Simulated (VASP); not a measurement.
# RbMg2 (Cmcm) in VASP: equation of state

How stiff is RbMg2 in PBE, and what volume does it want? The cell is scaled to several volumes.

All numbers are computed with VASP 6.6.1; they aren't measurements. Logs are shortened: lines on timing, memory, paths and dates and some standing lists are left out, and cuts for length are marked.

### 1 Starting point

The structure is orthorhombic, space group Cmcm (No. 63). The conventional cell has a = 3.845 Å, b = 27.250 Å, c = 4.832 Å, α = 90.00°, β = 90.00°, γ = 90.00°. Rb (site symmetry m2m) is surrounded by 2 Rb at 3.85 Å and 4 Mg at 4.04 to 4.16 Å. Around Mg (site symmetry m2m) lie 6 Mg at 3.09 to 3.14 Å. Mg (site symmetry m2m) has 8 Mg at 3.09 to 3.35 Å as nearest neighbours.

The cell comes from a database or a generator and needn't be the stable form of this composition.

### 2 Equation of state, PBE, 39.66 Å³/atom (volume scaled by 0.94)

File INCAR:

```
SYSTEM = RbMg2
PREC     = Accurate       ! precision mode
ENCUT    = 520            ! plane-wave cutoff, eV
EDIFF    = 1E-7           ! SCF threshold, eV
ISMEAR   = -1             ! smearing method
SIGMA    = 0.05           ! smearing width, eV
LREAL    = .FALSE.        ! projectors in reciprocal space
LASPH    = .TRUE.         ! aspherical terms in the spheres
NELM     = 80             ! most SCF steps
ALGO     = Normal         ! electronic algorithm
ISIF     = 2              ! what is computed and relaxed
LWAVE    = .FALSE.        ! write WAVECAR
LCHARG   = .FALSE.        ! write CHGCAR
GGA      = PE             ! functional
NBANDS   = 22             ! bands
```

File KPOINTS:

```
regular mesh
0
G
  7 7 6
  0 0 0
```

File POSCAR:

```
RbMg2
1.0
    1.8832572328    -13.3470458730      0.0000000000
    1.8832572328     13.3470458730      0.0000000000
    0.0000000000      0.0000000000      4.7336999937
Rb Mg
2 4
Direct
    0.6728470000      0.3271530000      0.2500000000
    0.3271530000      0.6728470000      0.7500000000
    0.4512240000      0.5487760000      0.2500000000
    0.0425010000      0.9574990000      0.2500000000
    0.9574990000      0.0425010000      0.7500000000
    0.5487760000      0.4512240000      0.7500000000
```

Potentials or basis: VASP PAW PBE potentials, release 64 (Rb_sv, Mg).

Launch:

```console
cat potpaw_PBE.64/Rb_sv/POTCAR potpaw_PBE.64/Mg/POTCAR > POTCAR
mpirun -np 1 vasp_std > vasp.out
```

OUTCAR:

```text
SYSTEM = RbMg2
   PREC = Accurate
   ENCUT = 520
   EDIFF = 1E-7
   ISMEAR = -1
   LREAL = .FALSE.
   LASPH = .TRUE.
   NELM = 80
   ISIF = 2
   GGA = PE

 Found     64 irreducible k-points:

 Following reciprocal coordinates:
            Coordinates               Weight
  0.000000  0.000000  0.000000      1.000000
  0.142857  0.000000  0.000000      4.000000
  0.285714  0.000000  0.000000      4.000000
  0.428571  0.000000  0.000000      4.000000
  0.142857  0.142857  0.000000      2.000000
  0.285714  0.142857  0.000000      4.000000
   k-points           NKPTS =     64   k-points in BZ     NKDIM =     64   number of bands    NBANDS=     22
   number of dos      NEDOS =    301   number of ions     NIONS =      6
   total plane-waves  NPLWV = 360000
   dimension x,y,z NGX =   100 NGY =  100 NGZ =   36
   dimension x,y,z NGXF=   200 NGYF=  200 NGZF=   72
   ions per type =               2   4
   NGX,Y,Z   is equivalent  to a cutoff of  12.33, 12.33, 12.64 a.u.
   NGXF,Y,Z  is equivalent  to a cutoff of  24.67, 24.67, 25.29 a.u.
 SYSTEM =  RbMg2
   PREC   = accura    normal or accurate (medium, high low for compatibility)
   ISTART =      0    job   : 0-new  1-cont  2-samecut
   ICHARG =      2    charge: 1-file 2-atom 10-const
   ISPIN  =      1    spin polarized calculation?
   LNONCOLLINEAR =      F non collinear calculations
   LSORBIT =      F    spin-orbit coupling
   LASPH  =      T    aspherical Exc in radial PAW
   ENCUT  =  520.0 eV  38.22 Ry    6.18 a.u.  25.06 25.06  8.80*2*pi/ulx,y,z
   NELM   =     80;   NELMIN=  2; NELMDL= -5     # of ELM steps
   EDIFF  = 0.1E-06   stopping-criterion for ELM
   LREAL  =      F    real-space projection
   EDIFFG = 0.1E-05   stopping-criterion for IOM
   NSW    =      0    number of steps for IOM
   IBRION =     -1    ionic relax: 0-MD 1-quasi-New 2-CG
   NFREE  =      0    steps in history (QN), initial steepest desc. (CG)
   ISIF   =      2    stress and relaxation
   ISYM   =      2    0-nonsym 1-usesym 2-fastsym
   POTIM  = 0.5000    time-step for ionic-motion
   TEBEG  =    0.0;   TEEND  =   0.0 temperature during run
   PSTRESS=    0.0 pullay stress
   NELECT =      26.0000    total number of electrons
   NUPDOWN=      -1.0000    fix difference up-down
   EMIN   =  10.00;   EMAX   =-10.00  energy-range for DOS
   EFERMI =   0.00;   METHOD = LEGACY
   ISMEAR =    -1;   SIGMA  =   0.05  broadening in eV -4-tet -1-fermi 0-gaus
   EFERMI_NEDOS =   21; number of points for ismear=-14 and -15
   IALGO  =     38    algorithm
   IMIX   =      4    mixing-type and parameters
     AMIX     =   0.40;   BMIX     =  1.00
     AMIX_MAG =   1.60;   BMIX_MAG =  1.00
  volume/ion in A,a.u.               =      39.66       267.65
  Fermi-wavevector in a.u.,A,eV,Ry     =   0.782632  1.478959  8.333737  0.612512
  Thomas-Fermi vector in A             =   1.886395
   LORBIT       =      0    0 simple, 1 ext, 2 COOP (PROOUT), +10 PAW based schemes
   GGA     = PE    functional components
   LHFCALC =     F    Hartree Fock is set to
   AEXX    =    0.0000 exact exchange contribution
   IVDW    =     0    specifies the selected vdW correction
   LEPSILON=     F    determine dielectric tensor
   LRPA    =     F    only Hartree local field effects (RPA)
 non-spin polarized calculation
  energy-cutoff  :      520.00
  volume of cell :      237.97
 maximum number of plane-waves:      6446
   NGX = 51   NGY = 51   NGZ = 17

 number of electron      26.0000000 magnetization

 Free energy of the ion-electron system (eV)
  ---------------------------------------------------
  ext. energy  EPLUGINS =         0.00000000
  ---------------------------------------------------
  free energy    TOTEN  =        -6.89521230 eV

  energy without entropy =       -6.85967442  energy(sigma->0) =       -6.87744336

 E-fermi :   1.2656     XC(G=0):  -7.0143

 val. band max:        1.2579305409   @ k =  -0.1429   0.1429   0.3333
 cond. band min:       1.2704408239   @ k =   0.4286   0.2857   0.3333
 fundamental gap:      0.0125102830
 Fermi energy:         1.2655928913

 k-point     1 :       0.0000    0.0000    0.0000
  band No.  band energies     occupation
      1     -27.5337      2.00000
      2     -27.5315      2.00000
      3     -11.6232      2.00000
      4     -11.5931      2.00000
      5     -11.5803      2.00000
      6     -11.5653      2.00000
[... 14 lines left out ...]
     21       4.5699      0.00000
     22       4.9222      0.00000

 k-point     2 :       0.1429    0.0000    0.0000
  band No.  band energies     occupation
      1     -27.5237      2.00000
      2     -27.5217      2.00000
      3     -11.6035      2.00000
      4     -11.5778      2.00000
      5     -11.5662      2.00000
      6     -11.5528      2.00000
[... 14 lines left out ...]
     21       4.5922      0.00000
     22       4.8685      0.00000

 k-point     3 :       0.2857    0.0000    0.0000
  band No.  band energies     occupation
      1     -27.5011      2.00000
      2     -27.4997      2.00000
      3     -11.8061      2.00000
      4     -11.8037      2.00000
      5     -11.5550      2.00000
      6     -11.5426      2.00000
[... 14 lines left out ...]
     21       4.2702      0.00000
     22       4.9113      0.00000

 k-point     4 :       0.4286    0.0000    0.0000
  band No.  band energies     occupation
      1     -27.4825      2.00000
      2     -27.4820      2.00000
      3     -12.0178      2.00000
      4     -12.0170      2.00000
      5     -11.5129      2.00000
      6     -11.5112      2.00000
[... 14 lines left out ...]
     21       4.4071      0.00000
     22       4.5924      0.00000

 k-point     5 :       0.1429    0.1429    0.0000
  band No.  band energies     occupation
      1     -27.5011      2.00000
      2     -27.4997      2.00000
      3     -11.8061      2.00000
      4     -11.8037      2.00000
      5     -11.5550      2.00000
      6     -11.5426      2.00000
[... 14 lines left out ...]
     21       4.2640      0.00000
     22       4.8229      0.00000

 k-point     6 :       0.2857    0.1429    0.0000
  band No.  band energies     occupation
      1     -27.4825      2.00000
      2     -27.4820      2.00000
      3     -12.0178      2.00000
      4     -12.0170      2.00000
      5     -11.5129      2.00000
      6     -11.5113      2.00000
[... 14 lines left out ...]
     21       4.5631      0.00000
     22       4.5717      0.00000

 [... further k-points ...]

------------------------ aborting loop because EDIFF is reached ----------------------------------------

  FORCE on cell =-STRESS in cart. coord.  units (eV):
  Direction    XX          YY          ZZ          XY          YZ          ZX
  --------------------------------------------------------------------------------------
  -------------------------------------------------------------------------------------
  Total        1.9325642      0.8166615      1.2042841      0.0000000      0.0000000      0.0000000
  in kB       13.0112491      5.4982837      8.1080051      0.0000000      0.0000000      0.0000000
  external PRESSURE =       8.8725126 kB  Pullay stress =       0.0000000 kB

 VOLUME and BASIS-vectors are now :
 -----------------------------------------------------------------------------
  energy-cutoff  :      520.00
  volume of cell :      237.97
      direct lattice vectors                 reciprocal lattice vectors
     1.883257233-13.347045873  0.000000000     0.265497454 -0.037461473  0.000000000
     1.883257233 13.347045873  0.000000000     0.265497454  0.037461473  0.000000000
     0.000000000  0.000000000  4.733699994     0.000000000  0.000000000  0.211251241

 POSITION                                       TOTAL-FORCE (eV/Angst)
 -----------------------------------------------------------------------------------
      1.88326     -4.61399      1.18342         0.000000      0.009411      0.000000
      1.88326      4.61399      3.55027         0.000000     -0.009411     -0.000000
      1.88326      1.30203      1.18342         0.000000      0.098648     -0.000000
      1.88326     12.21252      1.18342         0.000000     -0.032794     -0.000000
      1.88326    -12.21252      3.55027         0.000000      0.032794     -0.000000
      1.88326     -1.30203      3.55027         0.000000     -0.098648     -0.000000
 -----------------------------------------------------------------------------------
    total drift:                                0.000000     -0.000000      0.000000

  FREE ENERGIE OF THE ION-ELECTRON SYSTEM (eV)
  ---------------------------------------------------
  free  energy   TOTEN  =        -6.8952122986 eV

  energy  without entropy=       -6.8596744247  energy(sigma->0) =       -6.87744336
```

OSZICAR:

```text
N       E                     dE             d eps       ncg     rms          rms(c)
DAV:   1     0.128226699791E+03    0.12823E+03   -0.93628E+03  2816   0.902E+02
DAV:   2     0.779075588242E+01   -0.12044E+03   -0.11723E+03  3410   0.169E+02
DAV:   3    -0.579617056086E+01   -0.13587E+02   -0.13508E+02  3770   0.527E+01
DAV:   4    -0.751036421867E+01   -0.17142E+01   -0.17114E+01  4846   0.123E+01
DAV:   5    -0.752247938714E+01   -0.12115E-01   -0.12113E-01  3650   0.134E+00    0.262E+00
DAV:   6    -0.690258072462E+01    0.61990E+00   -0.25001E+00  3372   0.261E+00    0.254E+00
DAV:   7    -0.690104793377E+01    0.15328E-02   -0.10334E-01  3344   0.973E-01    0.158E+00
DAV:   8    -0.689512278529E+01    0.59251E-02   -0.20498E-02  3880   0.755E-01    0.130E-01
DAV:   9    -0.689518874411E+01   -0.65959E-04   -0.14951E-03  3960   0.172E-01    0.700E-02
DAV:  10    -0.689520181558E+01   -0.13071E-04   -0.52225E-04  3518   0.131E-01    0.197E-02
DAV:  11    -0.689520684461E+01   -0.50290E-05   -0.53992E-05  3428   0.352E-02    0.114E-02
DAV:  12    -0.689521180599E+01   -0.49614E-05   -0.16593E-05  3382   0.215E-02    0.341E-03
DAV:  13    -0.689521244246E+01   -0.63648E-06   -0.16282E-06  3618   0.576E-03    0.158E-03
DAV:  14    -0.689521230654E+01    0.13592E-06   -0.52083E-07  3344   0.315E-03    0.497E-04
DAV:  15    -0.689521229862E+01    0.79158E-08   -0.74364E-08  2260   0.823E-04
   1 F= -.68952123E+01 E0= -.68774434E+01  d E =-.355379E-01
```

Run time: 9.6 min. Hardware: 1 thread of Intel Xeon Platinum 8488C (Sapphire Rapids), shared host; peak memory 0.82 GiB.

Results:

- Free energy: -6.8952 eV
- Pressure: 0.9 GPa
- Largest force: 0.099 eV/Å
- Band gap on the k mesh: none (metal or under the smearing width)

(Part 1 of 2 ends here.)
